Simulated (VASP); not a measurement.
The input files of a VASP run:

**INCAR**
```
ALGO = Normal
EDIFF = 1E-6
EDIFFG = -0.01
ENCUT = 480
GGA = PS
IBRION = 2
ISIF = 3
ISMEAR = 1
LASPH = .True.
LCHARG = .False.
LREAL = .False.
LWAVE = .False.
NELM = 100
NSW = 60
PREC = Accurate
SIGMA = 0.1
SYSTEM = Ca
```

### KPOINTS
```
Automatic mesh
0
gamma
  10 10 10
```

POSCAR:
```
Ca
1
    0.0000000000     2.7281564496     2.7281564496
    2.7281564496    -0.0000000000     2.7281564496
    2.7281564496     2.7281564496    -0.0000000000
Ca
1
Direct
  0.0000000000   0.0000000000   0.0000000000
```

POTCAR, in this order: Ca_sv (PBE.64 set). Program: vasp_std.

### Question
Write an equivalent input for Ansatz.

### Answer
One equivalent input (not run):
Ansatz 0.2 input:
```yaml
crystal:
  lattice:
    - [0.0000000, 2.7281564, 2.7281564]
    - [2.7281564, 0.0000000, 2.7281564]
    - [2.7281564, 2.7281564, 0.0000000]
  atoms:
    - { symbol: Ca, position: [0.0000000, 0.0000000, 0.0000000] }
kpoints:
  mp_grid: { grid: [10, 10, 10] }
hamiltonian:
  xc: pbesol
  pseudopotentials: { kind: paw }
scf:
  occupations: { method: methfessel_paxton, width: 0.1 }
  max_iter: 100
relax:
  max_steps: 60
  f_tol: 0.01
  cell: {}
output: { forces: true, stress: true, eigenvalues: true }
```
What does not carry over: each code has its own PAW files, so the cut-off isn't converted (ENCUT is set for VASP's; basis.ecutwfc is left out, and Ansatz then takes the one that its files recommend); Ansatz stops its SCF on the density residual and VASP on the energy change (EDIFF).

The compound is Ca in the fcc structure. It was relaxed first, which changed the volume by -7 %. The start is the result of an earlier pass.
